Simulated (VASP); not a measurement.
Input:

```xyz
2
Lattice="0.0000 3.1523 3.1523 3.1523 0.0000 3.1523 3.1523 3.1523 0.0000" Properties=species:S:1:pos:R:3 pbc="T T T"
W      0.0000     0.0000     0.0000
Si     1.5762     1.5762     1.5762
```

Level of theory: PBE GGA, VASP's PBE PAW potentials (set 64) (plane waves; VASP). Settings: 400 eV cut-off, 9×9×9 Γ-centred mesh, first-order Methfessel-Paxton smearing of 0.10 eV, potentials W_sv Si.

Energy and stress use the plane-wave basis of the starting cell.

Q: The ions, cell shape and volume are relaxed. Give the cell that the relaxation ends in.

A: 
```xyz
2
Lattice="0.0000 2.7907 2.7907 2.7907 0.0000 2.7907 2.7907 2.7907 0.0000" Properties=species:S:1:pos:R:3 pbc="T T T"
W      0.0000     0.0000     0.0000
Si     1.3953     1.3953     1.3953
```
Space group F-43m (216), at a tolerance of 0.03 Å.

Q: How do energy and volume change from the first to the last step?

A: The energy (σ→0) changes by -785.7 meV/atom and the volume by -30.6 %, in 7 ionic steps.

```csv
step,E(σ→0) (eV),max force (eV/Å),pressure (GPa),volume (Å³)
1,-13.8786,0.000,-18.98,62.65
2,-14.5512,0.000,39.23,34.67
3,-15.4486,0.000,-1.10,43.90
4,-15.4500,0.000,-0.24,43.56
5,-15.4495,0.000,0.64,43.23
6,-15.4495,0.000,-0.66,43.73
7,-15.4500,0.000,0.01,43.47
```

The structure was generated: WSi was put into the zinc blende type (F-43m), which need not be its known phase. This run relaxes it. Symmetry was kept, so distortions that lower it aren't found.
